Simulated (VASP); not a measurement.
Given:

```yaml
crystal:
  lattice:
    - [0.00000, 2.78204, 2.78204]
    - [2.78204, 0.00000, 2.78204]
    - [2.78204, 2.78204, 0.00000]
  atoms:
    - { symbol: Hg, position: [0.00000, 0.00000, 0.00000] }
    - { symbol: S, position: [0.25000, 0.25000, 0.25000] }
```

Calculation: PBE GGA, VASP's PBE PAW potentials (set 64) (plane waves; VASP). Run with 500 eV cut-off, 11×11×11 Γ-centred mesh, first-order Methfessel-Paxton smearing of 0.10 eV, potentials Hg S.

Unless said otherwise, spin-orbit coupling is left out, though it shifts the bands of the heavy elements here.

**Question.** Predict the energy per atom (σ→0), pressure, band gap (on the k-mesh) with the smallest direct gap where there is one.

**Answer.** 
| Item | Result |
|---|---|
| band gap (on the k-mesh) | none (metal, semimetal or under 0.01 eV) |
| energy per atom (σ→0) | -2.003 eV/atom |
| pressure | 19.93 GPa |

Only differences to runs with the same potentials and settings are physical.

The compound is HgS in the zinc blende structure, metacinnabar; cinnabar is the stable form. It was relaxed first under an external pressure of 20 GPa.
